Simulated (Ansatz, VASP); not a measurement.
## Al3Sb2P: VASP beside Ansatz

```xyz
6
Lattice="3.4181 0.0000 0.0000 0.0000 3.4181 0.0000 0.0000 0.0000 10.2191" Properties=species:S:1:pos:R:3 pbc="T T T"
Al    1.7090    1.7090    1.8777
Al    1.7090    1.7090    5.1096
Al    1.7090    1.7090    8.3414
Sb    0.0000    0.0000    3.4159
Sb    0.0000    0.0000    6.8032
P     0.0000    0.0000    0.0000
```

Change from the starting cell: species swapped into the Al3Ni2Pt type (P4/mmm, No. 123).

Alike in both runs: task relaxation of cell and atoms; functional PBE; k mesh 6 × 6 × 2; occupations gaussian, width 0.1 eV; no spin polarisation.

|  | VASP | Ansatz |
| --- | --- | --- |
| version | VASP 6.6.1 | Ansatz 0.2.0 |
| potentials or method | VASP PAW PBE potentials, release 64 (Al, Sb, P) | scalar-relativistic, plane waves, PAW |
| plane-wave cutoff (eV) | 600 | 420 |
| valence electrons in the cell | 24 | 44 |

|  | VASP | Ansatz | Ansatz less VASP |
| --- | --- | --- | --- |
| gap on the k mesh at the Fermi level, each at its own relaxed structure (eV) | none | none | - |
| relaxed volume (Å³/atom) | 19.92 | 19.84 | -0.082 |
| relaxed cell length with the largest relative difference (Å) | 10.717 | 10.670 | -0.0465 |
| energy change over the relaxation (meV/atom) | -225 | -222 | +2.3 |

A gap of «none» marks a metal or a gap that the smearing closes. The two sets of potentials don't hold the same shells in valence.

Caveats: the bands computed are all filled at some k points, so no gap is given. The runs have no spin-orbit coupling, so splittings on Sb are missing.
